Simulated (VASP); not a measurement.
Given:

```yaml
crystal:
  lattice:
    - [1.27533, -2.20894, 0.00000]
    - [1.27533, 2.20894, 0.00000]
    - [0.00000, 0.00000, 4.21965]
  atoms:
    - { symbol: B, position: [0.66667, 0.33333, 0.50034] }
    - { symbol: B, position: [0.33333, 0.66667, 0.00034] }
    - { symbol: N, position: [0.66667, 0.33333, 0.87466] }
    - { symbol: N, position: [0.33333, 0.66667, 0.37466] }
```

Calculation: vdW-DF-cx, VASP's PBE PAW potentials (set 64) (plane waves; VASP). Settings: 520 eV cut-off, 11×11×6 Γ-centred mesh, tetrahedra with Blöchl corrections, potentials B N.

Q: What does the run give for the energy per atom (σ→0)?

A: 
```json
{
  "energy per atom (σ→0)": "-7.873 eV/atom"
}
```

The compound is BN in the wurtzite structure, a metastable high-pressure form. It was relaxed first.
